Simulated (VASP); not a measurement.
These are PBE GGA with D4 dispersion, VASP's PBE PAW potentials (set 64) (plane waves; VASP 6.6.1) values and carry that method's errors.

Input for VASP

### INCAR
```
# general
SYSTEM  =  MgH2
PREC    =  Accurate
ENCUT   =  520   # plane-wave cut-off (eV)
LREAL   =  .False.
LASPH   =  .True.   # aspherical one-centre terms
ICHARG  =  11   # fixed density

# electronic loop
EDIFF   =  1E-7
NELM    =  100
ALGO    =  Normal   # blocked Davidson

# smearing
ISMEAR  =  0
SIGMA   =  0.05

# functional
GGA     =  PE   # PBE
IVDW    =  13   # D4

# output
LWAVE   =  .False.
LCHARG  =  .False.
LORBIT  =  11
```

### POSCAR
```
MgH2
1
    4.4703757565     0.0000000000     0.0000000000
    0.0000000000     4.4703757565     0.0000000000
    0.0000000000     0.0000000000     2.9871830502
Mg H
2 4
Direct
  0.0000000000   0.0000000000   0.0000000000
  0.5000000000   0.5000000000   0.5000000000
  0.3041313471   0.3041313471   0.0000000000
  0.8041313471   0.1958686529   0.5000000000
  0.1958686529   0.8041313471   0.5000000000
  0.6958686529   0.6958686529   0.0000000000
```

File KPOINTS:
```
k-points along high-symmetry lines
10
Line-mode
Reciprocal
  0.000000   0.000000   0.000000 ! GAMMA
  0.000000   0.500000   0.000000 ! X

  0.000000   0.500000   0.000000 ! X
  0.500000   0.500000   0.000000 ! M

  0.500000   0.500000   0.000000 ! M
  0.000000   0.000000   0.000000 ! GAMMA

  0.000000   0.000000   0.000000 ! GAMMA
  0.000000   0.000000   0.500000 ! Z

  0.000000   0.000000   0.500000 ! Z
  0.000000   0.500000   0.500000 ! R

  0.000000   0.500000   0.500000 ! R
  0.500000   0.500000   0.500000 ! A

  0.500000   0.500000   0.500000 ! A
  0.000000   0.000000   0.500000 ! Z

  0.000000   0.500000   0.000000 ! X
  0.000000   0.500000   0.500000 ! R

  0.500000   0.500000   0.000000 ! M
  0.500000   0.500000   0.500000 ! A
```

POTCAR, in this order: Mg H (PBE.64 set). Program: vasp_std. Read from the step before: CHGCAR.

Output of the run:

OSZICAR:
```
       N       E                     dE             d eps       ncg     rms          rms(c)
DAV:   1     0.136315867937E+01    0.13632E+01   -0.30887E+03  1440   0.746E+02
DAV:   2    -0.170078794758E+02   -0.18371E+02   -0.16867E+02  2040   0.764E+01
DAV:   3    -0.175206687057E+02   -0.51279E+00   -0.51279E+00  1864   0.181E+01
DAV:   4    -0.175217564593E+02   -0.10878E-02   -0.10878E-02  1920   0.812E-01
DAV:   5    -0.175217634321E+02   -0.69728E-05   -0.69728E-05  1856   0.511E-02
DAV:   6    -0.175217635438E+02   -0.11166E-06   -0.11166E-06  1936   0.535E-03
DAV:   7    -0.175217635459E+02   -0.20638E-08   -0.20639E-08  1840   0.680E-04
   1 F= -.18108255E+02 E0= -.18108255E+02  d E =-.162659E-11
```

File OUTCAR:
```
 val. band max:       -0.4816439234   @ k =   0.1667   0.1667   0.0000

 cond. band min:       3.2828776806   @ k =   0.3889   0.3889   0.5000



 k-point     1 :       0.0000    0.0000    0.0000
  band No.  band energies     occupation
      1      -7.0454      2.00000
      2      -1.9657      2.00000
      3      -1.9657      2.00000
      4      -0.9082      2.00000
      5       4.2291      0.00000
      6       4.6333      0.00000
      7       8.8222      0.00000
      8       8.8222      0.00000

 k-point     2 :       0.0000    0.0556    0.0000
  band No.  band energies     occupation
      1      -7.0245      2.00000
      2      -2.1095      2.00000
      3      -1.9515      2.00000
      4      -0.8293      2.00000
      5       4.2875      0.00000
      6       4.6416      0.00000
      7       8.5936      0.00000
      8       8.8823      0.00000

 k-point     3 :       0.0000    0.1111    0.0000
  band No.  band energies     occupation
      1      -6.9619      2.00000
      2      -2.4454      2.00000
      3      -1.9096      2.00000
      4      -0.6839      2.00000
      5       4.3608      0.00000
      6       4.7730      0.00000
      7       8.1101      0.00000
      8       9.0509      0.00000

 k-point     4 :       0.0000    0.1667    0.0000
  band No.  band energies     occupation
      1      -6.8578      2.00000
      2      -2.8622      2.00000
      3      -1.8404      2.00000
      4      -0.5679      2.00000
      5       4.3352      0.00000
      6       5.1513      0.00000
      7       7.5662      0.00000
      8       9.3013      0.00000

 k-point     5 :       0.0000    0.2222    0.0000
  band No.  band energies     occupation
      1      -6.7125      2.00000
      2      -3.3095      2.00000
      3      -1.7456      2.00000
      4      -0.5129      2.00000
      5       4.2930      0.00000
      6       5.7006      0.00000
      7       7.0264      0.00000
      8       9.6046      0.00000
...
```

The density is held fixed in this step, so its total energy and stress have no physical meaning.

The compound is MgH2 in the rutile structure. It was relaxed first.
